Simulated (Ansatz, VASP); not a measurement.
# Cross-check of MoS2 between VASP and Ansatz, part 2 of 2

One calculation is typed for both programs; each brings its own data sets. How far apart do they land? The cell is taken from a series of runs on this material, whose earlier steps may have relaxed, scaled, displaced or heated it; both programs get it as it stands.

VASP 6.6.1 and Ansatz 0.2.0.

So far: The structure; VASP: zone-centre phonons, PBE with D3(BJ).

**3. Ansatz: zone-centre phonons, PBE with D3(BJ)**

Level of this step: Ansatz beside VASP: Kohn-Sham DFT, plane waves, PBE with D3(BJ) (Ansatz).

Ansatz runs on its PAW soft_1 files.

The same cell, functional and mesh now go to Ansatz, which takes its cutoff from its data sets.

Contents of input.yaml:

```yaml
crystal:
  lattice:
    - [3.1149529166, 0.0, 0.0]
    - [-1.5574764583, 2.6976283573, 0.0]
    - [0.0, 0.0, 11.6168896143]
  atoms:
    - { symbol: S, position: [0.3333333333, 0.6666666667, 0.614980555] }
    - { symbol: S, position: [0.6666666667, 0.3333333333, 0.114980555] }
    - { symbol: S, position: [0.3333333333, 0.6666666667, 0.885019445] }
    - { symbol: S, position: [0.6666666667, 0.3333333333, 0.385019445] }
    - { symbol: Mo, position: [0.3333333333, 0.6666666667, 0.25] }
    - { symbol: Mo, position: [0.6666666667, 0.3333333333, 0.75] }
kpoints:
  mp_grid: { grid: [12, 12, 4] }
hamiltonian:
  xc: pbe
  dispersion: d3bj
  pseudopotentials: { kind: paw, azcp: { folder: soft_1 } }
scf:
  occupations: { method: fixed }
output:
  eigenvalues: true
phonons:
  method: dfpt
  dielectric: true
  rigid_motions: translations
```

Started as:

```sh
ansatz run input.yaml --threads 4 --pin off --max-ram 16384MiB --backend cpu --events-out ev --progress --plain --runs-dir out
```

Numbers of over 12 decimals in the logs are rounded to 6 here.

The log of the run:

```text
Engine: ansatz 0.2.0, aarch64-unknown-linux-gnu
Pseudopotentials: kind: paw
Pseudopotential: S, paw, valence charge 6, recommended cutoff 420 eV (normal), soft_1/S.paw.azcp
Pseudopotential: Mo, paw, valence charge 14, recommended cutoff 420 eV (normal), soft_1/Mo.paw.azcp
Functional definition: PBE
  parameter kappa = 0.804
  parameter beta = 0.066725
  exchange = pbe_x(kappa = kappa, mu = beta*pi^2/3)
  correlation = pbe_c(beta = beta)
Crystal: 6 atoms, lattice volume = 97.617 Å³
Basis set: ecut = 420 eV, 1863 PW (Γ), exchange–correlation on 48×48×160 points (8 copies of the dense FFT grid, shifted against one another)
Bands: 32, of which v1, the nominal top of the filled ones, is band 26 counted from 1 (25 counted from 0)
Symmetry: 24 space group operations
k-points: 164 of 576 (irreducible under 2 space group operations, time reversal used)
Non-local potential: S, projectors of the file, l = 0: 2, l = 1: 2, l = 2: 1
Non-local potential: Mo, projectors of the file, l = 0: 3, l = 1: 2, l = 2: 2, l = 3: 1
PAW form: soft (Blöchl's): semilocal exchange-correlation on the pseudo side does not see the compensation charge
PAW one-centre angular grid: S, 110 points (default); XC on 64 Gauss nodes
PAW one-centre angular grid: Mo, 590 points (default); XC on 64 Gauss nodes
Initial density: superposition of atomic densities (chi_scale 0.1, normalization cell, long waves kept (reshape's long-wave potential 0.05 eV rms))
Initial wavefunctions: pseudopotential atomic-orbital guess
Functional: x = pbe(κ = 0.804, μ = 0.219515), c = pbe(β = 0.066725)
SCF iter   1: F=—  HF=-13529.598749 eV  |F-HF|=—  |Δ(HF+E_count)|=         —  Δρ=6.18e-2  dr2=4.72e0  ethr=3.10e-3  ⟨swp⟩=5.2  Hψ=22950  notcnv=0  defer=457
preconditioner: auto → Resta (q_TF=auto, 2.456 Å⁻¹)  ε∞=8.3  [insulator: Δε(μ)=0.377 eV  Ē_g=8.362 eV  n_scr=26 (ndim 8)  ℏωp=22.6 eV  f_vac=0.000  ε∞_Penn≈8.3]
SCF iter   2: F=—  HF=-13528.474312 eV  |F-HF|=—  |Δ(HF+E_count)|=    1.12e0  Δρ=2.78e-2  dr2=1.70e0  ethr=3.10e-3  ⟨swp⟩=3.6  Hψ=11363  notcnv=0  defer=358
SCF iter   3: F=—  HF=-13528.163210 eV  |F-HF|=—  |Δ(HF+E_count)|=   3.11e-1  Δρ=1.50e-2  dr2=2.86e-1  ethr=3.10e-3  ⟨swp⟩=2.2  Hψ=7123  notcnv=0  defer=526
SCF iter   4: F=—  HF=-13528.094417 eV  |F-HF|=—  |Δ(HF+E_count)|=   6.88e-2  Δρ=3.12e-3  dr2=1.56e-2  ethr=5.50e-4  ⟨swp⟩=2.8  Hψ=9061  notcnv=0  defer=621
SCF iter   5: F=—  HF=-13528.095785 eV  |F-HF|=—  |Δ(HF+E_count)|=   1.37e-3  Δρ=8.86e-4  dr2=1.06e-3  ethr=3.01e-5  ⟨swp⟩=2.7  Hψ=8145  notcnv=0  defer=652
SCF iter   6: F=—  HF=-13528.096276 eV  |F-HF|=—  |Δ(HF+E_count)|=   4.90e-4  Δρ=3.46e-4  dr2=1.57e-4  ethr=2.05e-6  ⟨swp⟩=2.5  Hψ=10081  notcnv=0  defer=654
SCF iter   7: F=—  HF=-13528.096277 eV  |F-HF|=—  |Δ(HF+E_count)|=   1.32e-6  Δρ=3.91e-5  dr2=1.83e-6  ethr=3.02e-7  ⟨swp⟩=2.0  Hψ=7297  notcnv=0  defer=610
SCF iter   8: F=—  HF=-13528.096279 eV  |F-HF|=—  |Δ(HF+E_count)|=   2.14e-6  Δρ=1.02e-5  dr2=1.10e-7  ethr=3.51e-9  ⟨swp⟩=3.2  Hψ=12249  notcnv=0  defer=437
SCF iter   9: F=—  HF=-13528.096279 eV  |F-HF|=—  |Δ(HF+E_count)|=   7.19e-8  Δρ=2.07e-6  dr2=5.23e-9  ethr=2.11e-10  ⟨swp⟩=2.0  Hψ=7825  notcnv=0  defer=439
SCF iter  10: F=—  HF=-13528.096279 eV  |F-HF|=—  |Δ(HF+E_count)|=   1.93e-9  Δρ=4.83e-7  dr2=2.85e-10  ethr=1.00e-11  ⟨swp⟩=2.9  Hψ=11411  notcnv=0  defer=439
SCF iter  11: F=-13528.096279 eV  HF=-13528.096279 eV  |F-HF|=9.09e-12  |Δ(HF+E_count)|=  2.00e-11  Δρ=1.01e-7  dr2=1.45e-11  ethr=1.00e-12  ⟨swp⟩=15.0  Hψ=38185  notcnv=0
SCF 1 converged in 11 iterations: F = -13528.096279 eV  dr2 = 1.45e-11
  greatest PAW one-centre occupation: 0.999 electrons in one spin orbital (limit 2), on the Mo atom at site 5 (counted from 0), in its partial waves of l = 0
DFPT response loops at Γ: preconditioner auto → Resta (q_TF=auto, 2.456 Å⁻¹)  ε∞=10.6 (no band partly filled); β = 1.00, the filter's whole step (`scf.mixing.beta` (0.50) is not read by the response loops at its default; to damp them type it under 1.00, their step now; it binds the ground state too); Broyden in place of MSR1
── the response to a field inside a basis, on 12×12×4 k-points: an SCF that follows is theirs, and a resumed run solves both again ──
Bands: 27, of which v1, the nominal top of the filled ones, is band 26 counted from 1 (25 counted from 0)
k-points: 84 of 576 (irreducible under 8 space group operations)
Initial density: handed on by an earlier stage of this run
Initial wavefunctions: pseudopotential atomic-orbital guess (no wavefunctions were taken with the density)
Eigensolver: Dense (84 Hₖ)
SCF iter   1: F=—  HF=-13528.042962 eV  |F-HF|=—  |Δ(HF+E_count)|=         —  Δρ=2.34e-4  dr2=1.11e-5  ethr=1.00e-1
preconditioner: auto → Resta (q_TF=auto, 2.456 Å⁻¹)  ε∞=10.7  [insulator: Δε(μ)=0.659 eV  Ē_g=7.249 eV  n_scr=26 (ndim 8)  ℏωp=22.6 eV  f_vac=0.002  ε∞_Penn≈10.7]
SCF iter   2: F=—  HF=-13528.042971 eV  |F-HF|=—  |Δ(HF+E_count)|=   9.21e-6  Δρ=1.28e-4  dr2=3.62e-6  ethr=2.14e-8
SCF iter   3: F=-13528.042975 eV  HF=-13528.042975 eV  |F-HF|=7.31e-9  |Δ(HF+E_count)|=   4.15e-6  Δρ=8.28e-6  dr2=6.37e-8  ethr=6.97e-9
SCF 1 converged in 3 iterations: F = -13528.042975 eV  dr2 = 6.37e-8
DFPT response loops at Γ: preconditioner auto → Resta (q_TF=auto, 2.456 Å⁻¹)  ε∞=9.5 (no band partly filled); β = 1.00, the filter's whole step (`scf.mixing.beta` (0.50) is not read by the response loops at its default; to damp them type it under 1.00, their step now; it binds the ground state too); Broyden in place of MSR1
SCF converged after 11 iterations
Free energy (F): -13528.096279 eV
Harris-Foulkes:  -13528.096279 eV  (|F-HF|=9.09e-12)
Internal energy: -13528.096279 eV  (E = F + TS)
E sigma→0 (E₀):  -13528.096279 eV
Fermi energy:    12.684926 eV
--- Per-component energies (eV) ---
  E_band       = -234.113280
  E_kinetic    = 1275.536186
  E_local      = -3425.792367  (includes V_loc(G=0)·N_el)
  E_nonlocal   = 434.331302
  E_hartree    = 1307.347005
  E_xc         = -711.678909
  E_vxc        = -775.312939  (∫ρ·V_xc dr)
  E_paw        = -8857.624753  (= ΣΔE_a)
  E_vpaw       = -357.569594  (= ΣTr[D̂ρ^β])
  E_aug_tail   = 0.000087  (compensation charges beyond the density's cutoff)
  E_ewald      = -3547.413274
  E_disp       = -2.801556  (pairwise vdW)
  E_smearing   = -0.000000  (= −TS)
  E_closure    = 0.000000  (closes the sum)
  Σ components = -13528.096279   (vs F -13528.096279, Δ=0.00e0)
--- Band table (eV; the first three rows and the last of 164) ---
  k-point 0: bands = [... 22 lower, 10.4215, 11.1002, 11.7896, 12.6849, 14.6637, 14.6637, 14.7211, 14.7211, ... 2 higher]
  k-point 1: bands = [... 22 lower, 10.4058, 10.5973, 12.1082, 12.6288, 14.6592, 14.6592, 14.6689, 14.6689, ... 2 higher]
  k-point 2: bands = [... 22 lower, 10.3680, 10.3680, 12.4446, 12.4446, 14.6542, 14.6542, 14.6542, 14.6542, ... 2 higher]
  k-point 163: bands = [... 22 lower, 10.0236, 10.0236, 11.2689, 11.2689, 13.9945, 13.9945, 14.6793, 14.6793, ... 2 higher]
--- Phonons (Γ-DFPT): 4 representative perturbations + reference, on 164 of 576 k-points (Σ response iterations 12) ---
  k mesh reduced under 2 symmetry operations, with k and −k counted as one. Each operation leaves every solved perturbation unchanged. A smaller set is not considered because the run solves the response to a homogeneous field
  ASR residual: 5.804e-5 → 0.000e0 eV/Å²; symmetrization residual: 4.525e-6 eV/Å²
  pairwise dispersion correction: d3bj (s6 = 1.0, s8 = 0.7875, a1 = 0.4289, a2_bohr = 4.4407), with the weights of each atom's references fixed at the reference crystal's, and the forces and stress that the weights' published response gives there kept as a pressure on the atom's counted neighbours (hamiltonian.dispersion)
  ASR residual per site (eV/Å²): 5.49e-6 5.49e-6 5.49e-6 5.49e-6 5.80e-5 5.80e-5
  Γ frequencies (cm⁻¹): 0.00 0.00 0.00 49.23 49.23 90.60 286.53 286.53 292.54 292.54 386.92 386.92 387.77 387.77 407.97 424.19 470.83 479.86
  ε∞ (high-frequency dielectric tensor):
       16.201852     0.000000    -0.000000
        0.000000    16.201852     0.000000
       -0.000000     0.000000     8.962945
  ε⁰ (static dielectric tensor: ions relaxed, cell fixed):
       16.403252    -0.000000    -0.000000
       -0.000000    16.403252    -0.000000
       -0.000000    -0.000000     9.072413
  ε⁰ − ε∞ (ionic part):
        0.201400    -0.000000     0.000000
       -0.000000     0.201400    -0.000000
        0.000000    -0.000000     0.109468
  softest optical mode at Γ: 49.23 cm⁻¹; the repairs (sum rule, projections) moved no ω² at Γ by more than (0.92 cm⁻¹)²
  Born effective charges Z* (e; rows j = field, columns β = displacement):
    site 0:
         0.53725   -0.00000    0.00000
         0.00000    0.53725   -0.00000
        -0.00000   -0.00000    0.48093
    site 1:
         0.53725   -0.00000   -0.00000
         0.00000    0.53725    0.00000
         0.00000    0.00000    0.48093
    site 2:
         0.53725    0.00000    0.00000
         0.00000    0.53725    0.00000
        -0.00000    0.00000    0.48093
    site 3:
         0.53725   -0.00000   -0.00000
        -0.00000    0.53725   -0.00000
         0.00000   -0.00000    0.48093
    site 4:
        -1.07450    0.00000    0.00000
        -0.00000   -1.07450   -0.00000
         0.00000   -0.00000   -0.96186
    site 5:
[...]
Z* charge neutrality: 5.464e-3 e pre-enforcement
  solved inside a basis spanned on kpoints, on 12×12×4 k-points, its susceptibility summed on 16×16×4: ε∞ is read to err by 7.2e-2, Z* by 1.7e-2 e (field_mesh: kpoints solves on kpoints); Z* is corrected for what the basis lacks
  optical modes at Γ without the LO–TO term, one row a degenerate level:
      ω (cm⁻¹)  modes    IR ((D/Å)²/amu)
[...]
optical modes at Γ + LO–TO along q̂ = [1.0000, 0.0000, 0.0000]:
      ω (cm⁻¹)  modes    IR ((D/Å)²/amu)
[...]
optical modes at Γ + LO–TO along q̂ = [0.0000, 1.0000, 0.0000]:
      ω (cm⁻¹)  modes    IR ((D/Å)²/amu)
[...]
optical modes at Γ + LO–TO along q̂ = [0.0000, 0.0000, 1.0000]:
      ω (cm⁻¹)  modes    IR ((D/Å)²/amu)
[...]
286.53      2             0.0000
        292.54      2             0.0000
        386.92      2             0.0000
        387.77      2             2.7721
        407.97      1             0.0000
        424.19      1             0.0000
        473.70      1             1.1107
        479.86      1             0.0000
```

**4. Side by side**

Known differences besides the potentials themselves: fixed occupations in Ansatz, narrow Gaussian smearing in VASP; the cutoff is 420 eV in Ansatz and 500 eV in VASP; Ansatz takes the dispersion share of the force constants at frozen C6 weights, VASP differentiates the full forces; VASP uses finite displacements, Ansatz perturbation theory. Total energies have different zeros and are not compared.

Both answers:

```csv
quantity,Ansatz,VASP,difference
optical mode 1 to 2 (cm⁻¹),49.2,49.3,-0.1
optical mode 3 (cm⁻¹),90.6,90.9,-0.33 %
optical mode 4 to 5 (cm⁻¹),286.5,285.9,+0.24 %
optical mode 6 to 7 (cm⁻¹),292.5,292.0,+0.20 %
optical mode 8 to 9 (cm⁻¹),386.9,386.3,+0.16 %
optical mode 10 to 11 (cm⁻¹),387.8,387.2,+0.16 %
optical mode 12 (cm⁻¹),408.0,407.0,+0.23 %
optical mode 13 (cm⁻¹),424.2,423.5,+0.17 %
optical mode 14 (cm⁻¹),470.8,470.4,+0.09 %
optical mode 15 (cm⁻¹),479.9,479.3,+0.12 %
```

Modes are paired by rising frequency, not by their patterns, so a pair may set unlike modes beside each other; they are those without the splitting of longitudinal modes.

**5. Results**

- r.m.s. difference of the optical zone-centre modes, each program's sorted by frequency (zone-centre phonons, PBE with D3(BJ)): 0.58 cm⁻¹

What this shows: The r.m.s. difference of the optical zone-centre modes, each program's sorted by frequency is 0.58 cm⁻¹ (zone-centre phonons, PBE with D3(BJ)). Such differences can come from data sets, numerical settings and the points named under the comparisons, not from the functional's error against experiment.

[Lines on the potential files, build, host, timing and source positions are cut from VASP's logs without a mark.]

[Logs are printed without paths, hosts, clocks, repeated set-up lines and the standing remarks that a program may print on its own settings, such as how far it seeks lower states.]

[Hosts, paths, dates, database ids (printed as entryN), source tags and the programs' standing remarks are cut or masked in the printed files.]
